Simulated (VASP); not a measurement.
Consider the following.

```
CELL_PARAMETERS angstrom
      1.64007    -2.84068     0.00000
      1.64007     2.84068     0.00000
      0.00000     0.00000    12.85041
ATOMIC_POSITIONS crystal
  W  0.33333 0.66667 0.25000
  W  0.66667 0.33333 0.75000
  Se 0.33333 0.66667 0.88139
  Se 0.66667 0.33333 0.38139
  Se 0.66667 0.33333 0.11861
  Se 0.33333 0.66667 0.61861
```

Method: PBE GGA with D4 dispersion, VASP's PBE PAW potentials (set 64) (plane waves; VASP). Settings: 520 eV cut-off, Gaussian smearing of 0.050 eV, potentials W_sv Se.

Unless said otherwise, spin-orbit coupling is left out, though it shifts the bands of the heavy elements here.

**Question.** Predict the band gap (along the path) with the smallest direct gap where there is one.

**Answer.** 
```yaml
band gap (along the path): 0.89 eV
smallest direct gap (along the path): 1.57 eV
```

Only differences to runs with the same potentials and settings are physical.

The compound is WSe2 in the 2H layered structure. It was relaxed first.
